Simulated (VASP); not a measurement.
A run of VASP 6.6.1 is set up as follows.

Contents of INCAR:

```
SYSTEM = Mg6CuB
  PREC = Accurate
  ENCUT = 400
  EDIFF = 1E-6
  ISMEAR = 0
  SIGMA = 0.05
  LREAL = .False.
  LASPH = .True.
  NELM = 100
  ALGO = Normal
  ISIF = 2
  LWAVE = .False.
  LCHARG = .False.
  GGA = RE
  IVDW = 11
  LORBIT = 11
```

The input KPOINTS:

```
regular mesh
0
Gamma
  7 5 5
  0 0 0
```

Contents of POSCAR:

```
Mg6CuB
3.7091
    0.999994068642      0.000000000000      0.000000000000
    0.000000000000      1.091429457281      1.336047828314
    0.000000000000     -1.091429457281      1.336047828314
Cu Mg B
1 6 1
Direct
    0.0115750000      0.9288600000      0.9476430000
    0.5002940000      0.1259800000      0.1470630000
    0.4958620000      0.1054490000      0.6689750000
    0.5096180000      0.6755520000      0.0910210000
    0.0039100000      0.3668310000      0.3819710000
   -0.0114010000      0.4432340000      0.8148520000
    0.0055800000      0.8030470000      0.4524470000
    0.4794470000      0.5139660000      0.5117910000
```

Potentials or basis: VASP PAW PBE potentials, release 64 (Cu, Mg, B_s).

Command:

```bash
$ cat potpaw_PBE.64/Cu/POTCAR potpaw_PBE.64/Mg/POTCAR potpaw_PBE.64/B_s/POTCAR > POTCAR
$ mpirun -np 1 vasp_std > vasp.out
```

(1) What does it give for the dispersion energy per atom?

(2) Predict the band gap on the k mesh.

(3) Predict the largest force.

(4) Estimate the pressure.

Answers

(1) -0.389 eV.

(2) none (metal or under the smearing width).

(3) 0.861 eV/Å.

(4) -0.3 GPa.

Caveat: the PAW data sets were made with another functional, which shifts forces and pressure a little; pairwise dispersion overbinds metals, which lowers pressure and volume.
